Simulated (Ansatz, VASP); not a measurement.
# Ge in two plane-wave programs

Aim: how closely do two programs agree when they are given the same cell, functional and k mesh? Of the first pair: The structure shown is frame 125 of Ansatz's trajectory.

Main program and level: Ansatz 0.2.0; plane waves, with VASP 6.6.1 beside it; single point at PBE.

**1. The structure**

The cell holds 76 atoms: 76 Ge. Cell: a = 11.785 Å, b = 11.785 Å, c = 11.785 Å, α = 90.0°, β = 90.0°, γ = 90.0°. As first built, before any earlier steps moved the atoms (in the runner's words): 76 atoms (76 Ge) placed at random at 5.6 g/cm^3 and pushed apart to contact distance.

**2. Ansatz: dynamics, PBE**

Ansatz runs on its default PAW (the set named soft_2) files.

One frame of this run of dynamics is then solved in both programs, so the motion causes no difference.

input.yaml

```yaml
crystal:
  lattice:
    - [11.785, 0.0, 0.0]
    - [0.0, 11.785, 0.0]
    - [0.0, 0.0, 11.785]
  atoms:
    - { symbol: Ge, position: [0.99287, 0.4886, 0.04034] }
    - { symbol: Ge, position: [0.05253, 0.56432, 0.37001] }
    - { symbol: Ge, position: [0.8618, 0.24127, 0.88638] }
    - { symbol: Ge, position: [0.51372, 0.90406, 0.48719] }
    - { symbol: Ge, position: [0.43854, 0.80726, 0.97078] }
    - { symbol: Ge, position: [0.3266, 0.97526, 0.94393] }
    - { symbol: Ge, position: [0.14875, 0.56884, 0.67046] }
    - { symbol: Ge, position: [0.94163, 0.67407, 0.15534] }
    - { symbol: Ge, position: [0.46903, 0.4543, 0.50367] }
    - { symbol: Ge, position: [0.98829, 0.34722, 0.21816] }
    - { symbol: Ge, position: [0.58056, 0.66149, 0.96356] }
    - { symbol: Ge, position: [0.50401, 0.29007, 0.00097] }
    - { symbol: Ge, position: [0.45367, 0.70977, 0.47641] }
    - { symbol: Ge, position: [0.24201, 0.74046, 0.78924] }
    - { symbol: Ge, position: [0.22456, 0.45585, 0.35943] }
    - { symbol: Ge, position: [0.17356, 0.21459, 0.96604] }
    - { symbol: Ge, position: [0.96899, 0.34382, 0.72834] }
    - { symbol: Ge, position: [0.04186, 0.91557, 0.54066] }
    - { symbol: Ge, position: [0.80788, 0.27371, 0.32082] }
    - { symbol: Ge, position: [0.33968, 0.99861, 0.43982] }
    - { symbol: Ge, position: [0.54783, 0.97438, 0.92686] }
    - { symbol: Ge, position: [0.37188, 0.2919, 0.82119] }
    - { symbol: Ge, position: [0.09533, 0.38334, 0.8831] }
    - { symbol: Ge, position: [0.91696, 0.21503, 0.08065] }
    - { symbol: Ge, position: [0.77119, 0.60516, 0.24294] }
    - { symbol: Ge, position: [0.50752, 0.07297, 0.69957] }
    - { symbol: Ge, position: [0.53893, 0.71135, 0.15657] }
    - { symbol: Ge, position: [0.64837, 0.35879, 0.49004] }
    - { symbol: Ge, position: [0.3221, 0.58159, 0.56434] }
    - { symbol: Ge, position: [0.63232, 0.05032, 0.26349] }
    - { symbol: Ge, position: [0.07311, 0.39347, 0.48247] }
    - { symbol: Ge, position: [0.12033, 0.69358, 0.51202] }
    - { symbol: Ge, position: [0.47442, 0.4877, 0.96173] }
    - { symbol: Ge, position: [0.57683, 0.11669, 0.07913] }
    - { symbol: Ge, position: [0.66805, 0.28369, 0.68846] }
    - { symbol: Ge, position: [0.50952, 0.40718, 0.72507] }
    - { symbol: Ge, position: [0.1813, 0.2707, 0.28646] }
    - { symbol: Ge, position: [0.46157, 0.85686, 0.77461] }
    - { symbol: Ge, position: [0.84431, 0.64327, 0.97913] }
    - { symbol: Ge, position: [0.27337, 0.45886, 0.94688] }
    - { symbol: Ge, position: [0.36174, 0.56875, 0.79801] }
    - { symbol: Ge, position: [0.32794, 0.79619, 0.61321] }
    - { symbol: Ge, position: [0.61974, 0.59278, 0.49074] }
    - { symbol: Ge, position: [0.11297, 0.89691, 0.96973] }
    - { symbol: Ge, position: [0.82895, 0.37217, 0.58322] }
    - { symbol: Ge, position: [0.77005, 0.0605, 0.8507] }
    - { symbol: Ge, position: [0.06587, 0.01403, 0.18254] }
    - { symbol: Ge, position: [0.99138, 0.22029, 0.55177] }
    - { symbol: Ge, position: [0.93861, 0.99157, 0.75179] }
    - { symbol: Ge, position: [0.77579, 0.43656, 0.76907] }
    - { symbol: Ge, position: [0.31949, 0.98124, 0.69835] }
    - { symbol: Ge, position: [0.3254, 0.77803, 0.13756] }
    - { symbol: Ge, position: [0.91551, 0.71644, 0.35281] }
    - { symbol: Ge, position: [0.60816, 0.76383, 0.60071] }
    - { symbol: Ge, position: [0.87739, 0.46374, 0.3439] }
    - { symbol: Ge, position: [0.36916, 0.2786, 0.4786] }
    - { symbol: Ge, position: [0.8078, 0.80033, 0.6176] }
    - { symbol: Ge, position: [0.8342, 0.99815, 0.57707] }
    - { symbol: Ge, position: [0.12214, 0.66342, 0.06165] }
    - { symbol: Ge, position: [0.66918, 0.03338, 0.46306] }
    - { symbol: Ge, position: [0.9333, 0.01951, 0.96534] }
    - { symbol: Ge, position: [0.26019, 0.86224, 0.31114] }
    - { symbol: Ge, position: [0.37514, 0.14088, 0.05203] }
    - { symbol: Ge, position: [0.75293, 0.7654, 0.11406] }
    - { symbol: Ge, position: [0.65862, 0.22767, 0.88402] }
    - { symbol: Ge, position: [0.13503, 0.58859, 0.87268] }
    - { symbol: Ge, position: [0.53796, 0.66517, 0.76444] }
    - { symbol: Ge, position: [0.68335, 0.8542, 0.2836] }
    - { symbol: Ge, position: [0.94515, 0.52043, 0.84494] }
    - { symbol: Ge, position: [0.72437, 0.79559, 0.91055] }
    - { symbol: Ge, position: [0.04734, 0.8854, 0.33934] }
    - { symbol: Ge, position: [0.79602, 0.18715, 0.50478] }
    - { symbol: Ge, position: [0.12779, 0.71689, 0.25807] }
    - { symbol: Ge, position: [0.4611, 0.82354, 0.30767] }
    - { symbol: Ge, position: [0.79421, 0.44597, 0.97296] }
    - { symbol: Ge, position: [0.67257, 0.9537, 0.70729] }
kpoints:
  mp_grid: { grid: [1, 1, 1] }
hamiltonian:
  xc: pbe
scf:
  occupations: { method: fermi_dirac, width: 0.106 }
output:
  forces: true
  stress: true
md:
  timestep: 4.0
  n_steps: 375
  ensemble: nvt_nose_hoover
  temperature: 1845
  initial_velocities: maxwell_boltzmann
  seed: 7
  temperature_schedule:
    - { n_steps: 46, end_temperature: 1845 }
    - { n_steps: 46, end_temperature: 1230 }
```

Started as:

```console
$ ansatz run input.yaml --threads 8 --pin off --max-ram 15360MiB --backend cpu --events-out ev --progress --plain --runs-dir out
```

Numbers of over 12 decimals in the logs are rounded to 6 here.

The log of the run:

```text
Warning: md: disabling space-group detection — thermal motion breaks the input geometry's symmetry, so no spatial operation reduces the k-mesh or symmetrises the density; time reversal is kept, so that k and −k are solved as one point where they differ and the mesh holds both, and exact exchange and, on two spinor components, a DFT+U term hold to it where the run has them: on two components no moment then forms, and  [...]
Warning: output.stress: scf.convergence.dr2_threshold = 7.6e-8 eV (the default of an md: trajectory) is looser than the 7.6e-9 eV advised for a printed stress (1e-10 eV for each atom of the cell: 76). What an SCF threshold leaves in a stress goes as its square root, and in the free energy as the threshold itself, and one threshold admits the most on a small cell: [figures from the program's tests cut] Set scf.converg [...]
band count auto-derived: 641 (N_el = 1064.0; filled up to band 532; 639 by the electrons, moments and atoms)
Engine: ansatz 0.2.0, aarch64-unknown-linux-gnu
Pseudopotentials: kind: paw
Pseudopotential: Ge, paw, valence charge 14, recommended cutoff 420 eV (normal), Ge.paw.azcp
Functional definition: PBE
  parameter kappa = 0.804
  parameter beta = 0.066725
  exchange = pbe_x(kappa = kappa, mu = beta*pi^2/3)
  correlation = pbe_c(beta = beta)
Crystal: 76 atoms, lattice volume = 1636.774 Å³
Basis set: ecut = 420 eV, 31919 PW (Γ), exchange–correlation on 160×160×160 points (8 copies of the dense FFT grid, shifted against one another)
Bands: 641, of which v1, the nominal top of the filled ones, is band 532 counted from 1 (531 counted from 0)
Symmetry: 1 space group operations
k-points: 1
Non-local potential: Ge, projectors of the file, l = 0: 2, l = 1: 2, l = 2: 3, l = 3: 1
PAW form: soft (Blöchl's): semilocal exchange-correlation on the pseudo side does not see the compensation charge
PAW one-centre angular grid: Ge, 590 points (default); XC on 64 Gauss nodes
Initial density: superposition of atomic densities (neutral atoms: chi_scale 0, normalization atom), corrected by the library's trained network
Initial wavefunctions: pseudopotential atomic-orbital guess
Functional: x = pbe(κ = 0.804, μ = 0.219515), c = pbe(β = 0.066725)
SCF iter   1: F=—  HF=-326354.825536 eV  |F-HF|=—  |Δ(HF+E_count)|=         —  Δρ=4.15e-3  dr2=7.85e-1  ethr=1.77e-3  ⟨swp⟩=6.0  Hψ=2283  notcnv=0  defer=8
preconditioner: auto → LDOS  [metal: Δε(μ)=0.050 eV  Ē_g=22.411 eV  σ=0.106 eV  W_gap=0.12  n_scr=460 (ndim 8)  ℏωp=29.9 eV  f_vac=0.113  D(μ)=40.51/eV (n_scr^D=250)  β→1.0]
SCF iter   2: F=—  HF=-326354.682892 eV  |F-HF|=—  |Δ(HF+E_count)|=   1.43e-1  Δρ=2.11e-3  dr2=1.27e-1  ethr=7.37e-5  ⟨swp⟩=2.0  Hψ=922  notcnv=0  defer=49
SCF iter   3: F=—  HF=-326354.659252 eV  |F-HF|=—  |Δ(HF+E_count)|=   2.36e-2  Δρ=7.52e-4  dr2=2.68e-2  ethr=1.19e-5  ⟨swp⟩=2.0  Hψ=1138  notcnv=0  defer=49
SCF iter   4: F=—  HF=-326354.654400 eV  |F-HF|=—  |Δ(HF+E_count)|=   4.85e-3  Δρ=2.52e-4  dr2=3.43e-3  ethr=2.52e-6  ⟨swp⟩=3.0  Hψ=1121  notcnv=0  defer=49
SCF iter   5: F=—  HF=-326354.654108 eV  |F-HF|=—  |Δ(HF+E_count)|=   2.92e-4  Δρ=8.44e-5  dr2=3.41e-4  ethr=3.22e-7  ⟨swp⟩=2.0  Hψ=719  notcnv=0  defer=49
SCF iter   6: F=—  HF=-326354.654067 eV  |F-HF|=—  |Δ(HF+E_count)|=   4.14e-5  Δρ=3.00e-5  dr2=4.29e-5  ethr=3.20e-8  ⟨swp⟩=2.0  Hψ=1130  notcnv=0  defer=49
SCF iter   7: F=—  HF=-326354.653994 eV  |F-HF|=—  |Δ(HF+E_count)|=   7.34e-5  Δρ=1.22e-5  dr2=6.45e-6  ethr=4.03e-9  ⟨swp⟩=2.0  Hψ=1191  notcnv=0  defer=26
SCF iter   8: F=—  HF=-326354.653994 eV  |F-HF|=—  |Δ(HF+E_count)|=   1.03e-7  Δρ=4.22e-6  dr2=6.37e-7  ethr=6.07e-10  ⟨swp⟩=2.0  Hψ=1129  notcnv=0  defer=26
SCF iter   9: F=—  HF=-326354.653994 eV  |F-HF|=—  |Δ(HF+E_count)|=   7.38e-8  Δρ=1.48e-6  dr2=8.12e-8  ethr=5.99e-11  ⟨swp⟩=2.0  Hψ=1130  notcnv=0  defer=26
SCF iter  10: F=-326354.653994 eV  HF=-326354.653994 eV  |F-HF|=3.90e-9  |Δ(HF+E_count)|=   3.96e-9  Δρ=5.01e-7  dr2=8.29e-9  ethr=7.14e-12  ⟨swp⟩=4.0  Hψ=1821  notcnv=0
[...]
md step   363: t =  1452.00 fs  T =  1205.9 K (target 1230.0 K)  F+E_penalty+E_count = -326385.19827976 eV  E_kin = 11.690558 eV  conserved = -326336.81134130 eV  P_inst = 3.1846 GPa  (4 SCF iters)
md step   364: t =  1456.00 fs  T =  1208.9 K (target 1230.0 K)  F+E_penalty+E_count = -326385.24431109 eV  E_kin = 11.719549 eV  conserved = -326336.81191745 eV  P_inst = 3.1433 GPa  (4 SCF iters)
md step   365: t =  1460.00 fs  T =  1212.4 K (target 1230.0 K)  F+E_penalty+E_count = -326385.29493749 eV  E_kin = 11.753698 eV  conserved = -326336.81257576 eV  P_inst = 3.1035 GPa  (3 SCF iters)
md step   366: t =  1464.00 fs  T =  1215.5 K (target 1230.0 K)  F+E_penalty+E_count = -326385.34055811 eV  E_kin = 11.783447 eV  conserved = -326336.81314837 eV  P_inst = 3.0681 GPa  (3 SCF iters)
md step   367: t =  1468.00 fs  T =  1217.3 K (target 1230.0 K)  F+E_penalty+E_count = -326385.37325450 eV  E_kin = 11.800941 eV  conserved = -326336.81346812 eV  P_inst = 3.0389 GPa  (4 SCF iters)
md step   368: t =  1472.00 fs  T =  1217.4 K (target 1230.0 K)  F+E_penalty+E_count = -326385.38920942 eV  E_kin = 11.802356 eV  conserved = -326336.81348737 eV  P_inst = 3.0164 GPa  (4 SCF iters)
md step   369: t =  1476.00 fs  T =  1216.0 K (target 1230.0 K)  F+E_penalty+E_count = -326385.38936058 eV  E_kin = 11.788502 eV  conserved = -326336.81332676 eV  P_inst = 3.0001 GPa  (4 SCF iters)
md step   370: t =  1480.00 fs  T =  1213.4 K (target 1230.0 K)  F+E_penalty+E_count = -326385.37766971 eV  E_kin = 11.763174 eV  conserved = -326336.81319074 eV  P_inst = 2.9883 GPa  (7 SCF iters)
md step   371: t =  1484.00 fs  T =  1210.0 K (target 1230.0 K)  F+E_penalty+E_count = -326385.35812562 eV  E_kin = 11.730292 eV  conserved = -326336.81321663 eV  P_inst = 2.9795 GPa  (4 SCF iters)
md step   372: t =  1488.00 fs  T =  1206.0 K (target 1230.0 K)  F+E_penalty+E_count = -326385.33274669 eV  E_kin = 11.692028 eV  conserved = -326336.81334193 eV  P_inst = 2.9724 GPa  (4 SCF iters)
md step   373: t =  1492.00 fs  T =  1201.7 K (target 1230.0 K)  F+E_penalty+E_count = -326385.30246589 eV  E_kin = 11.649693 eV  conserved = -326336.81329623 eV  P_inst = 2.9658 GPa  (4 SCF iters)
md step   374: t =  1496.00 fs  T =  1197.3 K (target 1230.0 K)  F+E_penalty+E_count = -326385.27084708 eV  E_kin = 11.607261 eV  conserved = -326336.81278402 eV  P_inst = 2.9591 GPa  (4 SCF iters)
[...]
md step   375: t =  1500.00 fs  T =  1194.0 K (target 1230.0 K)  F+E_penalty+E_count = -326385.24796084 eV  E_kin = 11.574931 eV  conserved = -326336.81178832 eV  P_inst = 2.9506 GPa  (7 SCF iters)
SCF converged after 7 iterations
Free energy (F): -326385.247961 eV
Harris-Foulkes:  -326385.247961 eV  (|F-HF|=2.96e-8)
Internal energy: -326383.978365 eV  (E = F + TS)
E sigma→0 (E₀):  -326384.613163 eV
Entropy (-TS):   -1.269596 eV (-16.705 meV/atom)
Fermi energy:    9.052033 eV
--- Per-component energies (eV) ---
  E_band       = -10618.624084
  E_kinetic    = 8377.217283
  E_local      = -180251.869058  (includes V_loc(G=0)·N_el)
  E_nonlocal   = 31586.637985
  E_hartree    = 78944.781115
  E_xc         = -5730.879514
  E_vxc        = -4884.021513  (∫ρ·V_xc dr)
  E_paw        = -153267.442799  (= ΣΔE_a)
  E_vpaw       = -23336.181047  (= ΣTr[D̂ρ^β])
  E_aug_tail   = 0.023072  (compensation charges beyond the density's cutoff)
  E_ewald      = -106042.446449
  E_smearing   = -1.269596  (= −TS)
  E_closure    = 0.000000  (closes the sum)
  Σ components = -326385.247961   (vs F -326385.247961, Δ=0.00e0)
--- Forces (eV/Å), atoms counted from 1 ---
  atom   1  Ge    -0.75979651     0.15231399     1.31468797
  atom   2  Ge     0.72220537     0.47582625     0.33940829
  atom   3  Ge     0.43466374    -0.00326155    -0.03024460
  atom   4  Ge    -0.26820945    -0.12465284    -0.16736288
  atom   5  Ge    -0.40777912     0.33731551     0.67839120
  atom   6  Ge     0.00016596     0.53593712    -1.59169420
  atom   7  Ge    -3.12625694    -1.50780101    -0.75771627
  atom   8  Ge    -0.27070433     0.55004812     0.07066306
  atom   9  Ge     1.19056730    -1.87958598     1.00232654
  atom  10  Ge     0.28142472    -1.93006093    -0.48905207
  atom  11  Ge     0.16244810    -0.27692331     0.30667302
  atom  12  Ge    -0.14271383     0.00424628     0.87362159
  atom  13  Ge    -0.90045874     2.39355122    -1.05268820
  atom  14  Ge     3.17425550     1.34664544     0.33415422
  atom  15  Ge    -0.33919844     1.13249429     0.36869575
  atom  16  Ge     0.09170841    -1.23315943    -1.53452937
  atom  17  Ge     0.05262572    -0.28886956    -0.34910955
  atom  18  Ge    -0.57086040     0.35436448     0.18710459
  atom  19  Ge     0.61319021    -0.24682037    -0.35691053
  atom  20  Ge     0.04043208     0.08047109    -0.33281167
  atom  21  Ge     0.80016859    -0.01798438     0.58580273
  atom  22  Ge     0.15417362     0.07225899    -0.17905272
  atom  23  Ge    -0.27265655     0.13907708     0.29608926
  atom  24  Ge     0.12500168     0.22358698    -0.65366933
[...]
atom  69  Ge    -0.08802042    -0.45283494     0.18921611
  atom  70  Ge    -0.22548834    -0.55496290    -0.53679802
  atom  71  Ge     0.71076547    -0.24322210     0.61724469
  atom  72  Ge     0.53309982     0.21292229    -0.84118692
  atom  73  Ge     0.38641583     0.39997851     0.66948323
  atom  74  Ge    -0.33183952     1.29810293     1.09015851
  atom  75  Ge     0.33404645     2.62208622    -0.36036793
  atom  76  Ge    -0.52180685    -0.12423904    -0.41766948
  max |Σ_I F_I| component: 3.00e-5 eV/Å
--- Stress (GPa, compression-positive) ---
        1.983534      -0.299526       0.422310
       -0.299526       2.465285      -0.023840
        0.422310      -0.023840       2.106609
  P = ⅓ Tr σ = 2.1851 GPa (21.851 kbar)
--- MD trajectory: 375 steps, t = 0.0 → 1500.0 fs ---
  final state: T = 1194.0 K   F+E_penalty+E_count = -326385.24796084 eV   E_kin = 11.574931 eV
  conserved energy: peak-to-peak 7.963e-2 eV (1.048e-3 eV/atom) over 1500.0 fs
```

**3. VASP: single point, PBE, pair 1**

The same cell, functional, mesh and smearing now go to VASP, with its own data sets.

Lines of VASP's logs that name or quote its potential files are left out, and so is its time.

INCAR

```
SYSTEM = Ge
PREC = Accurate
ENCUT = 410
EDIFF = 1E-06
NELM = 120
ISMEAR = -1
SIGMA = 0.106
LREAL = Auto
ALGO = Normal
GGA = PE
NBANDS = 624
LORBIT = 11
LWAVE = .FALSE.
LCHARG = .FALSE.
ISIF = 2
LASPH = .TRUE.
GGA_COMPAT = .FALSE.
NCORE = 2
```

POSCAR

```
Ge
1.0
   11.7850000000      0.0000000000      0.0000000000
    0.0000000000     11.7850000000      0.0000000000
    0.0000000000      0.0000000000     11.7850000000
Ge
76
Direct
    0.0447518031      0.4088841748      0.0291302503
    0.0737547730      0.5246499788      0.3800848536
    0.9183283835      0.2834111158      0.8545354264
    0.7544590581      0.8563937208      0.5520916419
    0.5075689436      0.8081968604      0.9708188375
    0.1938650827      0.0430292745      0.8926856173
    0.1045057276      0.5583029275      0.6109715740
    0.8479932117      0.8263640221      0.2240220619
    0.5362918965      0.3540178193      0.6197199830
    0.9380992787      0.3765379720      0.2519134493
    0.6677471362      0.6768095036      0.0512176496
    0.4053372932      0.2967585914      0.0613152312
    0.4096308867      0.5687653797      0.3832414086
    0.3031056428      0.7465337293      0.8040390327
    0.4336699194      0.3282647433      0.3809418753
    0.0913703861      0.2132032244      0.9623080187
    0.9270428511      0.4063725074      0.6535680950
    0.2028935087      0.9781586763      0.5198642342
    0.7819092066      0.1018158676      0.2655663980
    0.5673143827      0.9587526517      0.5615103946
    0.3947221044      0.0664743318      0.9951633432
    0.3033008061      0.4875774289      0.9055070004
    0.1540178193      0.3732032244      0.7736614340
    0.9357658040      0.1318370810      0.1048875689
    0.5081374629      0.5235553670      0.1488078065
    0.5209079338      0.1173695375      0.8551633432
    0.3068222317      0.6204666950      0.1005430632
    0.7033941451      0.3673822656      0.2774798473
    0.2508952058      0.3840135766      0.4791175223
    0.5358421723      0.8858379296      0.3341705558
    0.0546457361      0.2764870598      0.4589902418
    0.2208145948      0.7009758167      0.4403394145
    0.5268476877      0.5544420874      0.9005091218
    0.6249724226      0.2393890539      0.1424013577
    0.7504963937      0.2349002970      0.6256851930
    0.4316758591      0.3221722529      0.8235044548
    0.1820534578      0.1855833687      0.2875943997
    0.5905727620      0.9160458210      0.7726092490
    0.9012982605      0.6477131947      0.9310140008
    0.1584386933      0.4271361901      0.2013746288
    0.3098005940      0.5138990242      0.6483241409
    0.3588205346      0.9150190921      0.6546627068
    0.6146627068      0.5685362749      0.5490708528
    0.0340857022      0.8187526517      0.0375986423
    0.8108952058      0.4693254137      0.4590750955
    0.6983792957      0.1178192618      0.9570725499
    0.0814594824      0.0018667798      0.1821383114
    0.9509800594      0.1615613067      0.6243275350
    0.0399660585      0.9695799745      0.7146627068
    0.7317437420      0.5324989393      0.7708358082
    0.1647348324      0.1556809504      0.6867458634
    0.2667543487      0.8782689860      0.0440560034
    0.9112346203      0.6971743742      0.4311327959
    0.8452948664      0.6572761986      0.6589393297
    0.7884599067      0.6054391175      0.2463046245
    0.3328298685      0.1664913025      0.5070089096
    0.0159609673      0.7649384811      0.5880356385
    0.8943911752      0.9974034790      0.4492490454
    0.9897921086      0.6216207043      0.1649469665
    0.5984386933      0.1395078490      0.4368943572
    0.8352312261      0.9264319050      0.9751972847
    0.3130250318      0.9094442087      0.3190920662
    0.4129062367      0.1121170980      0.2222231650
    0.6477980484      0.9448960543      0.1206448876
    0.6751294018      0.3141790412      0.8504539669
    0.1406279168      0.5986423420      0.8870767925
    0.4887738651      0.7402036487      0.6676792533
    0.6189647857      0.6955536699      0.3520746712
    0.0428256258      0.7512346203      0.7853627493
    0.7273058973      0.7693848112      0.8707509546
    0.0596775562      0.8882053458      0.3746627068
    0.8008400509      0.2401187951      0.4202630462
    0.1685447603      0.7598048367      0.2075180314
    0.4309970301      0.7351718286      0.2047093763
    0.7973865083      0.4124989393      0.0164191769
    0.7883326262      0.0368858719      0.7079762410
```

KPOINTS

```
Automatic mesh
0
Gamma
1 1 1
0 0 0
```

Potentials, in the order of the species: Ge_d (PBE family, release 64).

Started as:

```console
$ mpirun -np 8 vasp_gam
```

The log of the run:

```text
[banner, memory and clock lines left out]
running    8 mpi-ranks, on    1 nodes
[...]
LDA part: xc-table for (Slater+PW92), standard interpolation
 POSCAR, INCAR and KPOINTS ok, starting setup
[...]
entering main loop
       N       E                     dE             d eps       ncg     rms          rms(c)
DAV:   1     0.201556849853E+05    0.20156E+05   -0.36807E+05  1264   0.490E+03
DAV:   2     0.469454043366E+04   -0.15461E+05   -0.14862E+05  1248   0.107E+03
DAV:   3     0.624528870652E+03   -0.40700E+04   -0.39091E+04  1248   0.302E+02
DAV:   4    -0.215017500627E+03   -0.83955E+03   -0.76244E+03  1424   0.129E+02
[...]
DAV:  17    -0.309247450763E+03   -0.67517E-05   -0.81153E-05  1800   0.395E-02    0.329E-03
DAV:  18    -0.309247458162E+03   -0.73985E-05   -0.76677E-05  1152   0.310E-02    0.374E-03
DAV:  19    -0.309247457342E+03    0.81965E-06   -0.22820E-06   904   0.213E-02
   1 F= -.30924746E+03 E0= -.30861023E+03  d E =-.127445E+01
```

OUTCAR, selected parts (step 3):

```text
  FREE ENERGIE OF THE ION-ELECTRON SYSTEM (eV)
  ---------------------------------------------------
  free  energy   TOTEN  =      -309.2474573423 eV

  energy  without entropy=     -307.9730086000  energy(sigma->0) =     -308.61023297
```

The run ends at a pressure of 1.00 GPa, with forces up to 2.1 eV/Å.

(Continued in part 2 of 3.)

[Lines on the potential files, build, host, timing and source positions are cut from VASP's logs without a mark.]

[Logs are printed without paths, hosts, clocks, repeated set-up lines and the standing remarks that a program may print on its own settings, such as how far it seeks lower states.]

[Hosts, paths, dates, database ids (printed as entryN), source tags and the programs' standing remarks are cut or masked in the printed files.]
